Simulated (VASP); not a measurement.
Energy against volume of Li2O (antifluorite). Calculation: AM05 GGA, VASP's PBE PAW potentials (set 64) (plane waves; VASP). Numerical set-up: 520 eV cut-off, 8×8×8 Γ-centred mesh, Gaussian smearing of 0.050 eV, potentials Li_sv O.

```csv
V (Å³/atom),E (eV/atom)
7.670,-4.76625
7.914,-4.77247
8.159,-4.77451
8.404,-4.77279
```

### Question
Fit these four points and predict the energy of the run at 8.649 Å³/atom.

### Answer
A cubic in V^(−2/3), the third-order Birch-Murnaghan form, passes through the four points with V0 = 8.16 Å³/atom and B0 = 82 GPa, and gives -4.7677 eV/atom there. The run gave -4.7679 eV/atom, -0.2 meV/atom from the fit; all five points give B0 = 80 GPa.

The compound is Li2O in the antifluorite structure. It was relaxed first.
